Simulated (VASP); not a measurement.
Input:

```xyz
2
Lattice="1.4453 -2.5034 0.0000 1.4453 2.5034 0.0000 0.0000 0.0000 2.8163" Properties=species:S:1:pos:R:3 pbc="T T T"
W      0.0000     0.0000     0.0000
C      1.4453     0.8345     1.4081
```

Computed with LDA (Ceperley-Alder, Perdew-Zunger), VASP's LDA PAW potentials (set 64) (plane waves; VASP). Run with 520 eV cut-off, Gaussian smearing of 0.050 eV, potentials W_sv C.

Unless said otherwise, spin-orbit coupling is left out, though it shifts the bands of the heavy elements here.

Problem. Predict the band gap (along the path) with the smallest direct gap where there is one.

Solution. 
| Item | Value |
|---|---|
| band gap (along the path) | none (metal, semimetal or under 0.01 eV) |

Total energies compare only between runs with the same potentials, cut-off and functional.

The compound is WC in the wc structure. It was relaxed first.
